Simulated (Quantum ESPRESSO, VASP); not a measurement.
Input for VASP

**POSCAR**
```
Pt3Ti
1
    3.9200000000     0.0000000000     0.0000000000
    0.0000000000     3.9200000000     0.0000000000
    0.0000000000     0.0000000000     3.9200000000
Ti Pt
1 3
Direct
  0.0000000000   0.0000000000   0.0000000000
  0.0000000000   0.5000000000   0.5000000000
  0.5000000000   0.0000000000   0.5000000000
  0.5000000000   0.5000000000   0.0000000000
```

KPOINTS:
```
Automatic mesh
0
Gamma
6 6 6
0 0 0
```

INCAR:
```
ALGO = Normal
EDIFF = 1E-6
ENCUT = 300
GGA = PE
ISIF = 2
ISMEAR = -1
LASPH = .TRUE.
LCHARG = .FALSE.
LMAXMIX = 6
LREAL = .FALSE.
LWAVE = .FALSE.
NELM = 100
PREC = Accurate
SIGMA = 0.1
SYSTEM = Pt3Ti
```

POTCAR, in this order: Ti_sv Pt (PBE.64 set). Program: vasp_std.

Write an input for Quantum ESPRESSO that does the same calculation.

One input that does it (PBE, SSSP 1.1.2 efficiency (PBE) pseudopotentials):
```
&CONTROL
    calculation = 'scf'
    prefix = 'pt3ti'
    outdir = './out'
    pseudo_dir = './'
    tprnfor = .true.
    tstress = .true.
/
&SYSTEM
    ibrav = 1
    celldm(1) = 7.4077264085
    nat = 4
    ntyp = 2
    ecutwfc = 50
    ecutrho = 400
    occupations = 'smearing'
    smearing = 'fermi-dirac'
    degauss = 0.0073499
/
&ELECTRONS
    conv_thr = 1.0e-11
/
ATOMIC_SPECIES
Ti    47.8670  ti_pbe_v1.4.uspp.F.UPF
Pt   195.0840  pt_pbe_v1.4.uspp.F.UPF
ATOMIC_POSITIONS {alat}
Ti    0.0000000000    0.0000000000    0.0000000000
Pt    0.0000000000    0.5000000000    0.5000000000
Pt    0.5000000000    0.0000000000    0.5000000000
Pt    0.5000000000    0.5000000000    0.0000000000
K_POINTS {automatic}
6 6 6  0 0 0
```
The two runs describe the same crystal, functional and task. Each code takes its own potentials, basis and convergence tests.

The structure is a typed Pt3Ti crystal (Pm-3m). The cell was not relaxed at this level, and it may have been scaled.
